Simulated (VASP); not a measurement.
Given:

```
CELL_PARAMETERS angstrom
      1.83597    -3.22060     0.00000
      1.83597     3.22060     0.00000
      0.00000     0.00000     5.95758
ATOMIC_POSITIONS crystal
  Zr 0.00000 0.00000 0.00000
  S  0.33333 0.66667 0.25000
  S  0.67998 0.34664 0.75000
```

The numbers are results of SCAN meta-GGA, VASP's PBE PAW potentials (set 64) (plane waves; VASP), not measurements. Run with 400 eV cut-off, 6×6×4 Γ-centred mesh, Gaussian smearing of 0.050 eV, potentials Zr_sv S.

Estimate the energy per atom (σ→0), pressure, largest force.

- energy per atom (σ→0): -18.414 eV/atom
- pressure: -3.20 GPa
- largest force: 0.720 eV/Å

Only differences to runs with the same potentials and settings are physical.

The compound is ZrS2 in the 1T layered structure. The cell was not relaxed at this level, atoms are displaced from their ideal sites. The run is one of a series of settings (GGA removed, LMIXTAU = .TRUE., METAGGA = SCAN against the base run), some of them coarse on purpose.
